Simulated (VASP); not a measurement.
Consider the following.

```yaml
crystal:
  lattice:
    - [4.40780, 0.00000, 0.00000]
    - [-2.20390, 3.81726, 0.00000]
    - [0.00000, 0.00000, 21.62888]
  atoms:
    - { symbol: Cd, position: [0.00000, 0.00000, 0.00000] }
    - { symbol: Cd, position: [0.00000, 0.00000, 0.50000] }
    - { symbol: Cd, position: [0.66667, 0.33333, 0.83325] }
    - { symbol: Cd, position: [0.33333, 0.66667, 0.33325] }
    - { symbol: Cd, position: [0.66667, 0.33333, 0.16650] }
    - { symbol: Cd, position: [0.33333, 0.66667, 0.66650] }
    - { symbol: Se, position: [0.00000, 0.00000, 0.87460] }
    - { symbol: Se, position: [0.00000, 0.00000, 0.37460] }
    - { symbol: Se, position: [0.66667, 0.33333, 0.70785] }
    - { symbol: Se, position: [0.33333, 0.66667, 0.20785] }
    - { symbol: Se, position: [0.66667, 0.33333, 0.04150] }
    - { symbol: Se, position: [0.33333, 0.66667, 0.54150] }
```

Calculation: PBE GGA, VASP's PBE PAW potentials (set 64) (plane waves; VASP 6.6.1). Run with 300 eV cut-off, 4×4×1 Γ-centred mesh, Fermi-Dirac smearing of 0.14 eV, potentials Cd Se.

Task: What does the run give for the energy per atom (σ→0)?

Result: 
* **energy per atom (σ→0)**: -2.735 eV/atom

The absolute energy has meaning only against runs of the same code, potentials and settings.

The structure was generated: CdSe was put into an ordered model structure, which need not be its known phase. The cell was not relaxed at this level.
